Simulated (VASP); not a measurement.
# ClSiBrH2: single point with B3LYP+D4

ClSiBrH2, in a box:

```xyz
5
Lattice="12.0000 0.0000 0.0000 0.0000 12.0000 0.0000 0.0000 0.0000 12.0000" Properties=species:S:1:pos:R:3 pbc="T T T"
Cl    4.8980    5.4842    7.5106
Si    5.9549    5.9433    5.8261
Br    4.8127    7.3407    4.5575
H     6.1820    4.7013    5.0620
H     7.2134    6.6019    6.2270
```

* Program: VASP 6.6.1
* Task: single point
* Functional: B3LYP
* Dispersion: D4
* Potentials or basis: VASP PAW PBE potentials, release 64 (Cl, Si, Br, H)
* Cutoff: 520 eV
* k mesh: 1 × 1 × 1
* Occupations: gaussian, width 0.01 eV
* Spin: no spin polarisation

The largest force is 0.340 eV/Å and the gap between the frontier levels is 7.60 eV. The dispersion energy per atom is -0.044 eV.

Forces on the atoms (eV/Å):
```
Cl  -0.078 -0.033  0.126
Si   0.307 -0.135 -0.052
Br  -0.100  0.120 -0.109
H   -0.015  0.119  0.071
H   -0.114 -0.070 -0.036
```

Levels at points of the mesh, in eV from the valence-band top:
| k point | band 8 | band 9 | band 10 | band 11 | band 12 | band 13 |
| --- | --- | --- | --- | --- | --- | --- |
| (0.00, 0.00, 0.00) | -0.77 | -0.13 | 0.00 | 7.60 | 7.95 | 7.99 |

Wall time 7.1 min on 1 thread of Intel(R) Xeon(R) Platinum 8375C CPU @ 2.90GHz (Ice Lake), on a shared host, peak memory 1.4 GiB.

Caveat: the PAW data sets were made with another functional, which shifts forces and pressure a little.
